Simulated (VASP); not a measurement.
Consider the following.

```yaml
crystal:
  lattice:
    - [0.00000, 3.43891, 3.43891]
    - [3.43891, 0.00000, 3.43891]
    - [3.43891, 3.43891, 0.00000]
  atoms:
    - { symbol: Tm, position: [0.00000, 0.00000, 0.00000] }
    - { symbol: Cu, position: [0.25000, 0.25000, 0.25000] }
    - { symbol: Cu, position: [0.62406, 0.62406, 0.62406] }
    - { symbol: Cu, position: [0.12783, 0.62406, 0.62406] }
    - { symbol: Cu, position: [0.62406, 0.62406, 0.12783] }
    - { symbol: Cu, position: [0.62406, 0.12783, 0.62406] }
```

Level of theory: PBEsol GGA with spin-orbit coupling, VASP's PBE PAW potentials (set 64) (plane waves; VASP). Run with 400 eV cut-off, 7×7×7 Γ-centred mesh, Gaussian smearing of 0.050 eV, potentials Tm_3 Cu.

The 4f electrons are frozen in the core of the lanthanide potential, so 4f levels, which can set the real gap, and their magnetism are missing.

### Question
Predict the energy per atom (σ→0), band gap (over mesh and band path) with the smallest direct gap where there is one.

### Answer

```
Property                                                               Value
----------------------------------  ----------------------------------------
band gap (over mesh and band path)  none (metal, semimetal or under 0.01 eV)
energy per atom (σ→0)                                         -4.653 eV/atom
```

The structure comes from a computed database's TmCu5 entry (F-43m); how it stands against other phases isn't given here. It was relaxed first.
